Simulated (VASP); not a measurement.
# NbB2 (P6/mmm) in VASP: elastic constants with LDA

Aim: the elastic constants of NbB2 with LDA.

Program: VASP 6.6.1. These are calculated values, not measurements. Logs are shortened: lines on timing, memory, paths and dates and some standing lists are left out, and cuts for length are marked.

### 1 The structure

Symmetry: P6/mmm, No. 191, hexagonal system. The conventional cell has a = 3.086 Å, b = 3.086 Å, c = 3.306 Å, α = 90.00°, β = 90.00°, γ = 120.00°. Around Nb (site symmetry 6/mmm) lie 12 B at 2.43 Å. B (site symmetry -6m2) has 3 B at 1.78 Å as nearest neighbours.

### 2 Elastic constants, LDA

POSCAR

```
NbB2
1.0
    3.0860000000      0.0000000000      0.0000000000
   -1.5430000000      2.6725544000      0.0000000000
    0.0000000000      0.0000000000      3.3060000000
Nb B
1 2
Direct
    0.0000000000      0.0000000000      0.0000000000
    0.3333333300      0.6666666700      0.5000000000
    0.6666666700      0.3333333300      0.5000000000
```

INCAR.step1

```
SYSTEM = NbB2
PREC     = Accurate       ! precision mode
ENCUT    = 600            ! plane-wave cutoff, eV
EDIFF    = 1E-8           ! SCF threshold, eV
ISMEAR   = 0              ! smearing method
SIGMA    = 0.1            ! smearing width, eV
LREAL    = .False.        ! projectors in reciprocal space
LASPH    = .True.         ! aspherical terms in the spheres
NELM     = 100            ! most SCF steps
ALGO     = Fast           ! electronic algorithm
ISIF     = 3              ! what is computed and relaxed
LWAVE    = .False.        ! write WAVECAR
LCHARG   = .False.        ! write CHGCAR
GGA      = CA             ! functional
IBRION   = 2              ! ionic algorithm
NSW      = 40             ! ionic steps
EDIFFG   = -0.002         ! ionic threshold
```

INCAR.step2

```
SYSTEM = NbB2
PREC     = Accurate       ! precision mode
ENCUT    = 600            ! plane-wave cutoff, eV
EDIFF    = 1E-8           ! SCF threshold, eV
ISMEAR   = 0              ! smearing method
SIGMA    = 0.1            ! smearing width, eV
LREAL    = .False.        ! projectors in reciprocal space
LASPH    = .True.         ! aspherical terms in the spheres
NELM     = 100            ! most SCF steps
ALGO     = Fast           ! electronic algorithm
ISIF     = 3              ! what is computed and relaxed
LWAVE    = .False.        ! write WAVECAR
LCHARG   = .False.        ! write CHGCAR
GGA      = CA             ! functional
IBRION   = 6              ! ionic algorithm
NFREE    = 2            
POTIM    = 0.015          ! step
NSW      = 1              ! ionic steps
```

KPOINTS

```
regular mesh
0
Gamma
  11 11 9
  0 0 0
```

Potentials or basis: VASP PAW LDA potentials, release 64 (Nb_sv, B).

On the command line:

```bash
> cat potpaw_LDA.64/Nb_sv/POTCAR potpaw_LDA.64/B/POTCAR > POTCAR
> cp INCAR.step1 INCAR
> mpirun -np 1 vasp_std > vasp.out
> cp CONTCAR POSCAR
> cp INCAR.step2 INCAR
> mpirun -np 1 vasp_std > vasp.out
```

OUTCAR:

```text
SYSTEM = NbB2
   PREC = Accurate
   ENCUT = 600
   EDIFF = 1E-8
   ISMEAR = 0
   LREAL = .False.
   LASPH = .True.
   NELM = 100
   ISIF = 3
   GGA = CA
   IBRION = 6
   NFREE = 2
   POTIM = 0.015
   NSW = 1

 ion  position               nearest neighbor table
   1  0.000  0.000  0.000-   2 2.42   3 2.42   2 2.42   3 2.42   3 2.42   3 2.42   2 2.42   2 2.42
                             3 2.42   3 2.42   2 2.42   2 2.42
   2  0.333  0.667  0.500-   3 1.77   3 1.77   3 1.77   1 2.42   1 2.42   1 2.42   1 2.42   1 2.42
                             1 2.42
   3  0.667  0.333  0.500-   2 1.77   2 1.77   2 1.77   1 2.42   1 2.42   1 2.42   1 2.42   1 2.42
                             1 2.42

  LATTYP: Found a hexagonal cell.
 ALAT       =     3.0725180816
 C/A-ratio  =     1.0672365114

  Lattice vectors:

 A1 = (   3.0725180816,   0.0000000000,   0.0000000000)
 A2 = (  -1.5362590408,   2.6608787161,   0.0000000000)
 A3 = (   0.0000000000,   0.0000000000,   3.2791034787)

Analysis of symmetry for initial positions (statically):
=====================================================================
 Subroutine PRICEL returns:
 Original cell was already a primitive cell.

 Routine SETGRP: Setting up the symmetry group for a
 hexagonal supercell.

 Subroutine GETGRP returns: Found 24 space group operations
 (whereof 24 operations were pure point group operations)
 out of a pool of 24 trial point group operations.

The static configuration has the point symmetry D_6h.

Analysis of symmetry for dynamics (positions and initial velocities):
=====================================================================
 Subroutine PRICEL returns:
 Original cell was already a primitive cell.

 Routine SETGRP: Setting up the symmetry group for a
 hexagonal supercell.

 Subroutine GETGRP returns: Found 24 space group operations
[... 739 lines left out ...]
      8       8.3143      2.00000
      9       9.9135      2.00000
     10      12.1840      2.00000
     11      14.4527      0.00000
     12      15.1409      0.00000
     13      16.5234      0.00000

 [... further k-points ...]

------------------------ aborting loop because EDIFF is reached ----------------------------------------

  FORCE on cell =-STRESS in cart. coord.  units (eV):
  Direction    XX          YY          ZZ          XY          YZ          ZX
  --------------------------------------------------------------------------------------
  -------------------------------------------------------------------------------------
  Total        0.1005156      0.1005156      0.0517396      0.0000000      0.0000000      0.0000000
  in kB        6.0071609      6.0071609      3.0921397      0.0000000      0.0000000      0.0000000
  external PRESSURE =       5.0354872 kB  Pullay stress =       0.0000000 kB
[... 18 lines left out ...]
  FREE ENERGIE OF THE ION-ELECTRON SYSTEM (eV)
  ---------------------------------------------------
  free  energy   TOTEN  =       -28.3060033470 eV

  energy  without entropy=      -28.3015835495  energy(sigma->0) =      -28.30379345

 INTERNAL STRAIN TENSORS FROM STRAINED CELLS
 ============================================

 INTERNAL STRAIN TENSOR FOR ION    1 for displacements in x,y,z  (eV/Angst):
          X           Y           Z          XY          YZ          ZX
  --------------------------------------------------------------------------------
  x     0.00000    -0.00000    -0.00000     0.00000     0.00000    -0.00000
  y     0.00000     0.00000     0.00000     0.00000     0.00000     0.00000
  z     0.00000     0.00000    -0.00000     0.00000     0.00000     0.00000

 INTERNAL STRAIN TENSORS FROM DISPLACED ATOMS
 ============================================

 INTERNAL STRAIN TENSOR FOR ION    1 for displacements in x,y,z  (eV/Angst):
          X           Y           Z          XY          YZ          ZX
  --------------------------------------------------------------------------------
  x     0.00000     0.00000     0.00000     0.00000     0.00000     0.00000
  y     0.00000     0.00000     0.00000     0.00000     0.00000     0.00000
  z     0.00000     0.00000     0.00000     0.00000     0.00000     0.00000

 INTERNAL STRAIN TENSOR FOR ION    3 for displacements in x,y,z  (eV/Angst):
          X           Y           Z          XY          YZ          ZX
  --------------------------------------------------------------------------------
  x    -0.00000    -0.00000     0.00000    -0.87802     0.00000     0.00000
  y    -0.87802     0.87802     0.00000     0.00000     0.00000     0.00000
  z     0.00000     0.00000     0.00000     0.00000     0.00000     0.00000

 Eigenvectors and eigenvalues of the dynamical matrix
 ----------------------------------------------------

   1 f  =   24.860058 THz   156.200351 2PiTHz  829.242275 cm-1   102.812892 meV
             X         Y         Z           dx          dy          dz
      0.000000  0.000000  0.000000     0.000000    0.000000    0.000000
     -0.000000  1.773919  1.639552    -0.000000   -0.707107    0.000000
      1.536259  0.886960  1.639552     0.000000    0.707107   -0.000000
[... 43 lines left out ...]
   9 f/i=    0.012309 THz     0.077343 2PiTHz    0.410601 cm-1     0.050908 meV
             X         Y         Z           dx          dy          dz
      0.000000  0.000000  0.000000     0.147097   -0.888988   -0.000000
     -0.000000  1.773919  1.639552     0.050059   -0.302533   -0.000000
      1.536259  0.886960  1.639552     0.050059   -0.302533   -0.000000

--------------------------------------------------------------------------------------------------------

 ELASTIC MODULI CONTR FROM IONIC RELAXATION (kBar)
 Direction    XX          YY          ZZ          XY          YZ          ZX
 --------------------------------------------------------------------------------
 XX          -3.3706      3.3706      0.0000      0.0000      0.0000      0.0000
 YY           3.3706     -3.3706      0.0000     -0.0000      0.0000      0.0000
 ZZ           0.0000      0.0000      0.0000      0.0000      0.0000      0.0000
 XY           0.0000     -0.0000      0.0000     -3.3706      0.0000      0.0000
 YZ           0.0000      0.0000      0.0000      0.0000      0.0000      0.0000
 ZX           0.0000      0.0000      0.0000      0.0000      0.0000      0.0000
 --------------------------------------------------------------------------------

 TOTAL ELASTIC MODULI (kBar)
 Direction    XX          YY          ZZ          XY          YZ          ZX
 --------------------------------------------------------------------------------
 XX        6478.4336   1218.7441   2008.6749      0.0000     -0.0000      0.0000
 YY        1218.7441   6478.4337   2008.6749     -0.0000     -0.0000     -0.0000
 ZZ        2008.6749   2008.6749   4875.1105      0.0000     -0.0000      0.0000
 XY           0.0000     -0.0000      0.0000   2629.8448      0.0000      0.0000
 YZ          -0.0000     -0.0000     -0.0000      0.0000   2409.6305      0.0000
 ZX           0.0000     -0.0000      0.0000      0.0000      0.0000   2409.6305
 --------------------------------------------------------------------------------
```

It took 88 min on 1 thread of Intel Xeon Platinum 8259CL at 2.50GHz (Skylake/Cascade Lake), shared host; peak memory 0.42 GiB.

What came out:

```yaml
Relaxed_volume: 8.94 Å³/atom
Relaxed_cell: a = 3.073 Å, b = 3.073 Å, c = 3.279 Å, α = 90.00°, β = 90.00°, γ = 120.00°
Space_group_after_relaxing_to_0.05_Å: P6/mmm (No. 191)
Voigt_bulk_modulus: 314 GPa
Highest_phonon_frequency_at_Γ_LO-TO_splitting_left_out: 829 cm⁻¹
```

The path:
```csv
step,energy change (eV),largest force (eV/Å),pressure (GPa),volume (Å³)
1,0.0000,0.0000,-5.09,27.27
2,0.0096,0.0000,8.35,26.14
3,-0.0073,0.0000,-0.01,26.81
4,-0.0073,0.0000,0.09,26.81
5,-0.0075,0.0000,0.08,26.80
6,-0.0075,0.0000,0.07,26.80
7,-0.0075,0.0000,-0.09,26.82
8,-0.0075,0.0000,-0.01,26.81
```

Final structure:
```cif
data_structure
_symmetry_space_group_name_H-M 'P 1'
_symmetry_Int_Tables_number 1
_cell_length_a 3.0725
_cell_length_b 3.0725
_cell_length_c 3.2791
_cell_angle_alpha 90.000
_cell_angle_beta 90.000
_cell_angle_gamma 120.000
_cell_volume 26.81
loop_
_atom_site_label
_atom_site_type_symbol
_atom_site_fract_x
_atom_site_fract_y
_atom_site_fract_z
_atom_site_occupancy
Nb1 Nb 0.00000 0.00000 0.00000 1
B1 B 0.33333 0.66667 0.50000 1
B2 B 0.66667 0.33333 0.50000 1
```

Phonon frequencies in cm⁻¹ (negative: imaginary):
```tsv
q point	frequencies
(0.000, 0.000, 0.000)	0 0 0 445 445 504 579 829 829
```

Elastic tensor in Voigt notation (GPa, in the Cartesian axes of the cell as first typed):
```
648 122 201   0   0   0
122 648 201   0   0   0
201 201 488   0   0   0
  0   0   0 241   0   0
  0   0   0   0 241   0
  0   0   0   0   0 263
```

Clamped-ion elastic tensor (GPa):
```
648 122 201   0   0   0
122 648 201   0   0   0
201 201 488   0   0   0
  0   0   0 241   0   0
  0   0   0   0 241   0
  0   0   0   0   0 263
```
